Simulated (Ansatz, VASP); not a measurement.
# Cross-check of Zr3SbC (Zr3SbC antiperovskite) between VASP and Ansatz, part 2 of 3

One calculation is typed for both programs; each brings its own data sets. How far apart do they land? The cell is generated by rule, not measured, and may not be a known phase. The cell is taken from a series of runs on this material, whose earlier steps may have relaxed, scaled, displaced or heated it; both programs get it as it stands.

VASP 6.6.1 and Ansatz 0.2.0.

So far: Set-up; VASP: zone-centre phonons, PBE.

## 2. VASP: zone-centre phonons, PBE (continued)

Level of this step: PBE; plane waves and PAW (Sb, Zr_sv, C); invented cell (VASP).

From OUTCAR (step 2):

```text
ion  position               nearest neighbor table
   1  0.000  0.000  0.000-   2 3.23   3 3.23   4 3.23   3 3.23   4 3.23   2 3.23   4 3.23   4 3.23
                             2 3.23   3 3.23   3 3.23   2 3.23
   2  0.500  0.500  0.000-   5 2.28   5 2.28   4 3.23   1 3.23   3 3.23   4 3.23   3 3.23   1 3.23
                             3 3.23   3 3.23   1 3.23   4 3.23   4 3.23   1 3.23
   3  0.500  0.000  0.500-   5 2.28   5 2.28   4 3.23   1 3.23   1 3.23   2 3.23   2 3.23   4 3.23
                             2 3.23   2 3.23   1 3.23   4 3.23   1 3.23   4 3.23
   4  0.000  0.500  0.500-   5 2.28   5 2.28   3 3.23   1 3.23   1 3.23   2 3.23   1 3.23   3 3.23
                             1 3.23   2 3.23   3 3.23   2 3.23   2 3.23   3 3.23
   5  0.500  0.500  0.500-   2 2.28   3 2.28   4 2.28   2 2.28   3 2.28   4 2.28

  LATTYP: Found a simple cubic cell.
 ALAT       =     4.5678983350

 Subroutine GETGRP returns: Found 48 space group operations
 (whereof 48 operations were pure point group operations)

The static configuration has the point symmetry O_h .

 Found     10 irreducible k-points:

   k-points           NKPTS =     10   k-points in BZ     NKDIM =     10   number of bands    NBANDS=     28

   dimension x,y,z NGX =    36 NGY =   36 NGZ =   36
   dimension x,y,z NGXF=    72 NGYF=   72 NGZF=   72

   ENCUT  =  600.0 eV  44.10 Ry    6.64 a.u.   9.12  9.12  9.12*2*pi/ulx,y,z

   NELECT =      45.0000    total number of electrons

 k-points in reciprocal lattice and weights: Automatic mesh
   0.00000000  0.00000000  0.00000000       0.016
   0.25000000  0.00000000  0.00000000       0.094
   0.50000000  0.00000000  0.00000000       0.047
   0.25000000  0.25000000  0.00000000       0.188
   0.50000000  0.25000000  0.00000000       0.188
   0.50000000  0.50000000  0.00000000       0.047
   0.25000000  0.25000000  0.25000000       0.125
   0.50000000  0.25000000  0.25000000       0.188
   0.50000000  0.50000000  0.25000000       0.094
   0.50000000  0.50000000  0.50000000       0.016

 average (electrostatic) potential at core
       1 -83.1196       2 -73.6878       3 -73.6878       4 -73.6878       5 -44.3862

  Total       -0.0939882     -0.0939882     -0.0939882     -0.0000000     -0.0000000      0.0000000
  in kB       -1.5799185     -1.5799185     -1.5799185     -0.0000000     -0.0000000      0.0000000
  external PRESSURE =      -1.5799185 kB  Pullay stress =       0.0000000 kB

  energy-cutoff  :      600.00
  volume of cell :       95.31
      direct lattice vectors                 reciprocal lattice vectors
     4.567898335  0.000000000  0.000000000     0.218919058  0.000000000  0.000000000
     0.000000000  4.567898335  0.000000000     0.000000000  0.218919058  0.000000000
     0.000000000  0.000000000  4.567898335     0.000000000  0.000000000  0.218919058

 POSITION                                       TOTAL-FORCE (eV/Angst)
 -----------------------------------------------------------------------------------
      0.00000      0.00000      0.00000         0.000000      0.000000      0.000000
      2.28395      2.28395      0.00000         0.000000      0.000000      0.000000
      2.28395      0.00000      2.28395         0.000000      0.000000      0.000000
      0.00000      2.28395      2.28395         0.000000      0.000000      0.000000
      2.28395      2.28395      2.28395         0.000000      0.000000      0.000000
 -----------------------------------------------------------------------------------
    total drift:                                0.000000      0.000000      0.000000

 Eigenvectors and eigenvalues of the dynamical matrix
 ----------------------------------------------------

   1 f  =   14.789673 THz    92.926259 2PiTHz  493.330405 cm-1    61.165147 meV
             X         Y         Z           dx          dy          dz
      0.000000  0.000000  0.000000    -0.000000    0.000000   -0.066134
      2.283949  2.283949  0.000000     0.000000   -0.000000   -0.387543
      2.283949  0.000000  2.283949     0.000000    0.000000    0.065834
      0.000000  2.283949  2.283949    -0.000000   -0.000000    0.065834
      2.283949  2.283949  2.283949     0.000000   -0.000000    0.914751

   2 f  =   14.789673 THz    92.926259 2PiTHz  493.330405 cm-1    61.165147 meV
             X         Y         Z           dx          dy          dz
      0.000000  0.000000  0.000000     0.066112    0.001724   -0.000000
      2.283949  2.283949  0.000000    -0.065812   -0.001716    0.000000
      2.283949  0.000000  2.283949    -0.065812    0.010102    0.000000
      0.000000  2.283949  2.283949     0.387411   -0.001716   -0.000000
      2.283949  2.283949  2.283949    -0.914440   -0.023844    0.000000

   3 f  =   14.789673 THz    92.926259 2PiTHz  493.330405 cm-1    61.165147 meV
             X         Y         Z           dx          dy          dz
      0.000000  0.000000  0.000000     0.001724   -0.066112   -0.000000
      2.283949  2.283949  0.000000    -0.001716    0.065812   -0.000000
      2.283949  0.000000  2.283949    -0.001716   -0.387411    0.000000
      0.000000  2.283949  2.283949     0.010102    0.065812    0.000000
      2.283949  2.283949  2.283949    -0.023844    0.914440    0.000000

   4 f  =    4.728610 THz    29.710731 2PiTHz  157.729440 cm-1    19.555949 meV
             X         Y         Z           dx          dy          dz
      0.000000  0.000000  0.000000     0.028474   -0.035553   -0.413621
      2.283949  2.283949  0.000000     0.014784   -0.018460    0.783485
      2.283949  0.000000  2.283949     0.014784    0.067345   -0.214755
      0.000000  2.283949  2.283949    -0.053936   -0.018460   -0.214755
      2.283949  2.283949  2.283949    -0.022920    0.028618    0.332938

   5 f  =    4.728610 THz    29.710731 2PiTHz  157.729440 cm-1    19.555949 meV
             X         Y         Z           dx          dy          dz
      0.000000  0.000000  0.000000    -0.397665    0.116705   -0.037407
      2.283949  2.283949  0.000000    -0.206471    0.060594    0.070857
      2.283949  0.000000  2.283949    -0.206471   -0.221064   -0.019422
      0.000000  2.283949  2.283949     0.753261    0.060594   -0.019422
      2.283949  2.283949  2.283949     0.320095   -0.093940    0.030111

   6 f  =    4.728610 THz    29.710731 2PiTHz  157.729440 cm-1    19.555949 meV
             X         Y         Z           dx          dy          dz
      0.000000  0.000000  0.000000     0.119200    0.397835   -0.025991
      2.283949  2.283949  0.000000     0.061889    0.206559    0.049232
      2.283949  0.000000  2.283949     0.061889   -0.753584   -0.013494
      0.000000  2.283949  2.283949    -0.225789    0.206559   -0.013494
      2.283949  2.283949  2.283949    -0.095948   -0.320232    0.020921

   7 f  =    4.659150 THz    29.274303 2PiTHz  155.412518 cm-1    19.268688 meV
             X         Y         Z           dx          dy          dz
      0.000000  0.000000  0.000000    -0.000000    0.000000   -0.000000
      2.283949  2.283949  0.000000     0.145331    0.163725    0.000000
      2.283949  0.000000  2.283949    -0.145331   -0.000000   -0.672364
      0.000000  2.283949  2.283949     0.000000   -0.163725    0.672364
      2.283949  2.283949  2.283949     0.000000   -0.000000    0.000000

   8 f  =    4.659150 THz    29.274303 2PiTHz  155.412518 cm-1    19.268688 meV
             X         Y         Z           dx          dy          dz
      0.000000  0.000000  0.000000     0.000000    0.000000    0.000000
      2.283949  2.283949  0.000000     0.689317    0.026310   -0.000000
      2.283949  0.000000  2.283949    -0.689317   -0.000000    0.155402
      0.000000  2.283949  2.283949    -0.000000   -0.026310   -0.155402
      2.283949  2.283949  2.283949    -0.000000   -0.000000   -0.000000

   9 f  =    4.659150 THz    29.274303 2PiTHz  155.412518 cm-1    19.268688 meV
             X         Y         Z           dx          dy          dz
      0.000000  0.000000  0.000000    -0.000000   -0.000000    0.000000
      2.283949  2.283949  0.000000    -0.060999    0.687388   -0.000000
      2.283949  0.000000  2.283949     0.060999    0.000000    0.154198
      0.000000  2.283949  2.283949     0.000000   -0.687388   -0.154198
      2.283949  2.283949  2.283949     0.000000    0.000000   -0.000000

  10 f  =    2.451265 THz    15.401752 2PiTHz   81.765399 cm-1    10.137613 meV
             X         Y         Z           dx          dy          dz
      0.000000  0.000000  0.000000    -0.657400    0.291297   -0.054402
      2.283949  2.283949  0.000000     0.435149   -0.192816   -0.004326
      2.283949  0.000000  2.283949     0.435149    0.023166    0.036010
      0.000000  2.283949  2.283949    -0.052282   -0.192816    0.036010
      2.283949  2.283949  2.283949    -0.132313    0.058628   -0.010949

  11 f  =    2.451265 THz    15.401752 2PiTHz   81.765399 cm-1    10.137613 meV
             X         Y         Z           dx          dy          dz
      0.000000  0.000000  0.000000     0.069458    0.280164    0.660812
      2.283949  2.283949  0.000000    -0.045976   -0.185447    0.052553
      2.283949  0.000000  2.283949    -0.045976    0.022281   -0.437407
      0.000000  2.283949  2.283949     0.005524   -0.185447   -0.437407
      2.283949  2.283949  2.283949     0.013980    0.056388    0.132999

  12 f  =    2.451265 THz    15.401752 2PiTHz   81.765399 cm-1    10.137613 meV
             X         Y         Z           dx          dy          dz
      0.000000  0.000000  0.000000     0.288079    0.597196   -0.283473
      2.283949  2.283949  0.000000    -0.190686   -0.395298   -0.022544
      2.283949  0.000000  2.283949    -0.190686    0.047494    0.187637
      0.000000  2.283949  2.283949     0.022910   -0.395298    0.187637
      2.283949  2.283949  2.283949     0.057981    0.120196   -0.057054

  13 f/i=    0.015270 THz     0.095943 2PiTHz    0.509348 cm-1     0.063151 meV
             X         Y         Z           dx          dy          dz
      0.000000  0.000000  0.000000    -0.462346   -0.293954    0.048039
      2.283949  2.283949  0.000000    -0.395339   -0.251352    0.041453
      2.283949  0.000000  2.283949    -0.395339   -0.253655    0.041077
      0.000000  2.283949  2.283949    -0.398961   -0.251352    0.041077
      2.283949  2.283949  2.283949    -0.145546   -0.092536    0.015123

  14 f/i=    0.015270 THz     0.095943 2PiTHz    0.509348 cm-1     0.063151 meV
             X         Y         Z           dx          dy          dz
      0.000000  0.000000  0.000000     0.044801    0.019062    0.547823
      2.283949  2.283949  0.000000     0.038308    0.016299    0.472720
      2.283949  0.000000  2.283949     0.038308    0.016448    0.468428
      0.000000  2.283949  2.283949     0.038659    0.016299    0.468428
      2.283949  2.283949  2.283949     0.014103    0.006001    0.172454

  15 f/i=    0.015270 THz     0.095943 2PiTHz    0.509348 cm-1     0.063151 meV
             X         Y         Z           dx          dy          dz
      0.000000  0.000000  0.000000    -0.294465    0.464444    0.007921
      2.283949  2.283949  0.000000    -0.251788    0.397133    0.006835
      2.283949  0.000000  2.283949    -0.251788    0.400772    0.006773
      0.000000  2.283949  2.283949    -0.254096    0.397133    0.006773
      2.283949  2.283949  2.283949    -0.092697    0.146206    0.002494

 ELASTIC MODULI CONTR FROM IONIC RELAXATION (kBar)
 Direction    XX          YY          ZZ          XY          YZ          ZX
 --------------------------------------------------------------------------------
 XX           0.0000      0.0000      0.0000      0.0000      0.0000      0.0000
 YY           0.0000      0.0000      0.0000      0.0000      0.0000      0.0000
 ZZ           0.0000      0.0000      0.0000      0.0000      0.0000      0.0000
 XY           0.0000      0.0000      0.0000      0.0000      0.0000      0.0000
 YZ           0.0000      0.0000      0.0000      0.0000      0.0000      0.0000
 ZX           0.0000      0.0000      0.0000      0.0000      0.0000      0.0000
 --------------------------------------------------------------------------------
```

[end of part 2 of 3]

[Lines on the potential files, build, host, timing and source positions are cut from VASP's logs without a mark.]

[Logs are printed without paths, hosts, clocks, repeated set-up lines and the standing remarks that a program may print on its own settings, such as how far it seeks lower states.]

[Hosts, paths, dates, database ids (printed as entryN), source tags and the programs' standing remarks are cut or masked in the printed files.]
